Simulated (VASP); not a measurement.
All values below come from LDA (Ceperley-Alder, Perdew-Zunger), VASP's LDA PAW potentials (set 64) (plane waves; VASP).

A VASP calculation is set up with these files.

### KPOINTS
```
Automatic mesh
0
gamma
17 17 17
```

**POSCAR**
```
Mo
1
   -1.5142365147     1.5142365147     1.5142365147
    1.5142365147    -1.5142365147     1.5142365147
    1.5142365147     1.5142365147    -1.5142365147
Mo
1
Direct
  0.0000000000   0.0000000000   0.0000000000
```

**INCAR**
```
ALGO = Normal
EDIFF = 1E-6
EDIFFG = -0.02
ENCUT = 500
IBRION = 2
ISIF = 3
ISMEAR = 1
LASPH = .TRUE.
LCHARG = .FALSE.
LMAXMIX = 4
LREAL = .FALSE.
LWAVE = .FALSE.
NELM = 100
NSW = 40
PREC = Accurate
PSTRESS = 300
SIGMA = 0.1
SYSTEM = Mo
```

POTCAR, in this order: Mo_sv (LDA.64 set). Program: vasp_std.

The resulting files:

### OUTCAR
```
 ion  position               nearest neighbor table
   1  0.000  0.000  0.000-
  LATTYP: Found a body centered cubic cell.
 ALAT       =     3.0284730294
 Subroutine PRICEL returns:
 Original cell was already a primitive cell.
 Subroutine GETGRP returns: Found 48 space group operations
The static configuration has the point symmetry O_h .
The dynamic configuration has the point symmetry O_h .
 Subroutine INISYM returns: Found 48 space group operations
 Subroutine IBZKPT returns following result:
 Found    165 irreducible k-points:

 Following reciprocal coordinates:
            Coordinates               Weight
  0.000000  0.000000  0.000000      1.000000
  0.058824  0.000000  0.000000     12.000000
  0.117647  0.000000  0.000000     12.000000
  0.176471  0.000000  0.000000     12.000000
  0.235294  0.000000  0.000000     12.000000
  0.294118  0.000000  0.000000     12.000000
  0.352941  0.000000  0.000000     12.000000
  0.411765  0.000000  0.000000     12.000000
  0.470588  0.000000  0.000000     12.000000
  0.058824  0.058824  0.000000     24.000000
  0.117647  0.058824  0.000000     48.000000
  0.176471  0.058824  0.000000     48.000000
  0.235294  0.058824  0.000000     48.000000
  0.294118  0.058824  0.000000     48.000000
  0.352941  0.058824 -0.000000     48.000000
  0.411765  0.058824 -0.000000     48.000000
  0.470588  0.058824 -0.000000     24.000000
  0.117647  0.117647  0.000000     24.000000
  0.176471  0.117647  0.000000     48.000000
  0.235294  0.117647  0.000000     48.000000
  0.294118  0.117647 -0.000000     48.000000
  0.352941  0.117647 -0.000000     48.000000
  0.411765  0.117647  0.000000     48.000000
  0.176471  0.176471  0.000000     24.000000
  0.235294  0.176471 -0.000000     48.000000
  0.294118  0.176471 -0.000000     48.000000
  0.352941  0.176471  0.000000     48.000000
  0.411765  0.176471  0.000000     24.000000
  0.235294  0.235294  0.000000     24.000000
  0.294118  0.235294 -0.000000     48.000000
  0.352941  0.235294 -0.000000     48.000000
  0.294118  0.294118  0.000000     24.000000
  0.352941  0.294118  0.000000     24.000000
  0.058824  0.058824  0.058824      8.000000
  0.117647  0.058824  0.058824     24.000000
  0.176471  0.058824  0.058824     24.000000
  0.235294  0.058824  0.058824     24.000000
  0.294118  0.058824  0.058824     24.000000
  0.352941  0.058824  0.058824     24.000000
  0.411765  0.058824  0.058824     24.000000
   k-points           NKPTS =    165   k-points in BZ     NKDIM =    165   number of bands    NBANDS=     11
   number of dos      NEDOS =    301   number of ions     NIONS =      1
   total plane-waves  NPLWV =   8000
   dimension x,y,z NGX =    20 NGY =   20 NGZ =   20
   dimension x,y,z NGXF=    40 NGYF=   40 NGZF=   40
   ions per type =               1
   PREC   = accura    normal or accurate (medium, high low for compatibility)
   ISTART =      0    job   : 0-new  1-cont  2-samecut
   ICHARG =      2    charge: 1-file 2-atom 10-const
   ISPIN  =      1    spin polarized calculation?
   LNONCOLLINEAR =      F non collinear calculations
   LSORBIT =      F    spin-orbit coupling
   INIWAV =      1    electr: 0-lowe 1-rand  2-diag
   ENCUT  =  500.0 eV  36.75 Ry    6.06 a.u.   4.78  4.78  4.78*2*pi/ulx,y,z
   NELM   =    100;   NELMIN=  2; NELMDL= -5     # of ELM steps
   EDIFF  = 0.1E-05   stopping-criterion for ELM
   LREAL  =      F    real-space projection
   NLSPLINE    = F    spline interpolate recip. space projectors
   LMAXMIX     =    4 max onsite mixed and CHGCAR
   VOSKOWN=      0    Vosko Wilk Nusair interpolation
...
```

File OSZICAR:
```
       N       E                     dE             d eps       ncg     rms          rms(c)
DAV:   1     0.938668002455E+02    0.93867E+02   -0.80482E+03  3670   0.129E+03
DAV:   2    -0.113258688490E+02   -0.10519E+03   -0.10130E+03  3804   0.354E+02
DAV:   3    -0.126584401516E+02   -0.13326E+01   -0.13218E+01  4229   0.412E+01
DAV:   4    -0.126618607201E+02   -0.34206E-02   -0.34203E-02  3941   0.243E+00
DAV:   5    -0.126618793457E+02   -0.18626E-04   -0.18625E-04  4218   0.175E-01    0.204E+01
DAV:   6    -0.121237669943E+02    0.53811E+00   -0.84188E-01  3852   0.118E+01    0.644E+00
DAV:   7    -0.120292909436E+02    0.94476E-01   -0.20594E-01  4106   0.539E+00    0.773E-01
DAV:   8    -0.120230026190E+02    0.62883E-02   -0.49392E-03  3807   0.101E+00    0.198E-01
DAV:   9    -0.120230205482E+02   -0.17929E-04   -0.10834E-04  4292   0.142E-01    0.842E-02
DAV:  10    -0.120230337422E+02   -0.13194E-04   -0.10420E-05  4028   0.426E-02    0.309E-03
DAV:  11    -0.120230337092E+02    0.33041E-07   -0.22229E-07  2262   0.686E-03
   1 F= -.94225640E+01 E0= -.94224942E+01  d E =-.942256E+01
```

File OUTCAR:
```
------------------------ aborting loop because EDIFF is reached ----------------------------------------
  FORCE on cell =-STRESS in cart. coord.  units (eV):
  Direction    XX          YY          ZZ          XY          YZ          ZX
  --------------------------------------------------------------------------------------
  Total        2.5964092      2.5964092      2.5964092      0.0000000      0.0000000      0.0000000
  in kB      299.5315557    299.5315557    299.5315557      0.0000000      0.0000000      0.0000000
  external PRESSURE =      -0.4684443 kB  Pullay stress =     300.0000000 kB
  volume of cell :       13.89
      direct lattice vectors                 reciprocal lattice vectors
    -1.514236515  1.514236515  1.514236515     0.000000000  0.330199408  0.330199408
     1.514236515 -1.514236515  1.514236515     0.330199408  0.000000000  0.330199408
     1.514236515  1.514236515 -1.514236515     0.330199408  0.330199408  0.000000000
 POSITION                                       TOTAL-FORCE (eV/Angst)
 -----------------------------------------------------------------------------------
      0.00000      0.00000      0.00000        -0.000000      0.000000     -0.000000
 -----------------------------------------------------------------------------------
    total drift:                                0.000000     -0.000000      0.000000
  FREE ENERGIE OF THE ION-ELECTRON SYSTEM (eV)
  ---------------------------------------------------
  free  energy   TOTEN  =       -12.0230337092 eV

  energy  without entropy=      -12.0228244319  energy(sigma->0) =      -12.02296395
  enthalpy is  TOTEN    =        -9.4225639505 eV   P V=        2.6004697587

 reached required accuracy - stopping structural energy minimisation
```
(Selected blocks of OUTCAR.)

The compound is Mo in the bcc structure. It was relaxed first under an external pressure of 30 GPa.
